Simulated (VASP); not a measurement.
Calculation: PBE GGA, VASP's PBE PAW potentials (set 64) (plane waves; VASP 6.6.1).

A VASP calculation is set up with these files.

**INCAR**
```
! general
SYSTEM  = CsI
PREC    = Accurate
ENCUT   = 530
LREAL   = .FALSE.
LASPH   = .TRUE.

! electronic loop
EDIFF   = 1E-7
NELM    = 100
ALGO    = Normal
LMAXMIX = 4

! smearing
ISMEAR  = 0
SIGMA   = 0.05

! functional
GGA     = PE

! ions
IBRION  = 6
NSW     = 1
ISIF    = 3
POTIM   = 0.015
NFREE   = 2

! output
LWAVE   = .FALSE.
LCHARG  = .FALSE.
```

**KPOINTS**
```
Automatic mesh
0
G
5 5 5
```

**POSCAR**
```
CsI
4.6687850
  0.9999999142   0.0000000000   0.0000000000
  0.0000000000   0.9999999142   0.0000000000
  0.0000000000   0.0000000000   0.9999999142
Cs I
1 1
Cartesian
  0.0000000000   0.0000000000   0.0000000000
  0.4999999571   0.4999999571   0.4999999571
```

POTCAR, in this order: Cs_sv I (PBE.64 set). Program: vasp_std.

The resulting files:

### OUTCAR
```


   1 f  =    1.394538 THz     8.762143 2PiTHz   46.516791 cm-1     5.767344 meV
             X         Y         Z           dx          dy          dz
      0.000000  0.000000  0.000000    -0.175425   -0.676225    0.000000
      2.334392  2.334392  2.334392     0.179667    0.692579    0.000000

   2 f  =    1.394538 THz     8.762143 2PiTHz   46.516791 cm-1     5.767344 meV
             X         Y         Z           dx          dy          dz
      0.000000  0.000000  0.000000    -0.000000   -0.000000   -0.698609
      2.334392  2.334392  2.334392     0.000000    0.000000    0.715504

   3 f  =    1.394538 THz     8.762143 2PiTHz   46.516791 cm-1     5.767344 meV
             X         Y         Z           dx          dy          dz
      0.000000  0.000000  0.000000     0.676225   -0.175425   -0.000000
      2.334392  2.334392  2.334392    -0.692579    0.179667    0.000000

   4 f/i=    0.000567 THz     0.003562 2PiTHz    0.018911 cm-1     0.002345 meV
             X         Y         Z           dx          dy          dz
      0.000000  0.000000  0.000000     0.630421    0.338402    0.000000
      2.334392  2.334392  2.334392     0.615534    0.330411    0.000000

   5 f/i=    0.000567 THz     0.003562 2PiTHz    0.018911 cm-1     0.002345 meV
             X         Y         Z           dx          dy          dz
      0.000000  0.000000  0.000000    -0.000000   -0.000000   -0.715504
      2.334392  2.334392  2.334392     0.000000    0.000000   -0.698609

   6 f/i=    0.000567 THz     0.003562 2PiTHz    0.018911 cm-1     0.002345 meV
             X         Y         Z           dx          dy          dz
      0.000000  0.000000  0.000000    -0.338402    0.630421   -0.000000
      2.334392  2.334392  2.334392    -0.330411    0.615534    0.000000

 ELASTIC MODULI CONTR FROM IONIC RELAXATION (kBar)
 Direction    XX          YY          ZZ          XY          YZ          ZX
 --------------------------------------------------------------------------------
 XX           0.0000      0.0000      0.0000      0.0000      0.0000      0.0000
 YY           0.0000      0.0000      0.0000      0.0000      0.0000      0.0000
 ZZ           0.0000      0.0000      0.0000      0.0000      0.0000      0.0000
 XY           0.0000      0.0000      0.0000      0.0000      0.0000      0.0000
 YZ           0.0000      0.0000      0.0000      0.0000      0.0000      0.0000
 ZX           0.0000      0.0000      0.0000      0.0000      0.0000      0.0000
 --------------------------------------------------------------------------------

 TOTAL ELASTIC MODULI (kBar)
 Direction    XX          YY          ZZ          XY          YZ          ZX
 --------------------------------------------------------------------------------
 XX         212.7876     42.7866     42.7866      0.0000     -0.0000     -0.0000
 YY          42.7866    212.7876     42.7866     -0.0000      0.0000     -0.0000
 ZZ          42.7866     42.7866    212.7876     -0.0000      0.0000      0.0000
 XY           0.0000     -0.0000     -0.0000     41.0059      0.0000      0.0000
 YZ          -0.0000      0.0000      0.0000      0.0000     41.0059      0.0000
 ZX          -0.0000     -0.0000      0.0000      0.0000      0.0000     41.0059
 --------------------------------------------------------------------------------
```
(Selected blocks of OUTCAR.)

The compound is CsI in the CsCl type structure. It was relaxed first, which changed the volume by +7 %.
